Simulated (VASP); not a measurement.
The cell holds one Co (hcp) (0 0 0 1) slab, with vacuum along c, ions free to move until forces fall under 0.03 eV/Å, no reconstruction beyond this cell, dipole correction on.

Data:

```xyz
6
Lattice="2.4553 0.0000 0.0000 -1.2277 2.1264 0.0000 0.0000 0.0000 26.4772" Properties=species:S:1:pos:R:3 pbc="T T T"
Co     1.2277     0.7088    10.2371
Co     0.0000     1.4176     8.3160
Co     1.2277     0.7088    14.2163
Co     0.0000     1.4176    12.2609
Co     1.2277     0.7088    18.1612
Co     0.0000     1.4176    16.2402
```
Starting moments (μB, in the order of the record's atoms Co Co Co Co Co Co): 1.8 1.8 1.8 1.8 1.8 1.8.

Level of theory: PBEsol GGA, VASP's PBE PAW potentials (set 64) (plane waves; VASP). Run with 400 eV cut-off, 13×13×1 Γ-centred mesh, first-order Methfessel-Paxton smearing of 0.10 eV, potentials Co.

Slab and bulk use different k-meshes, so the surface energy is good to a few per cent at best.

```
Item                                                         Value
------------------------  ----------------------------------------
surface energy                                          2.51 J/m^2
work function                                              5.11 eV
band gap (on the k-mesh)  none (metal, semimetal or under 0.01 eV)
cell moment                                                9.76 μB
```

The cell is a thin slab with vacuum, built from Co (hcp): (001) face.
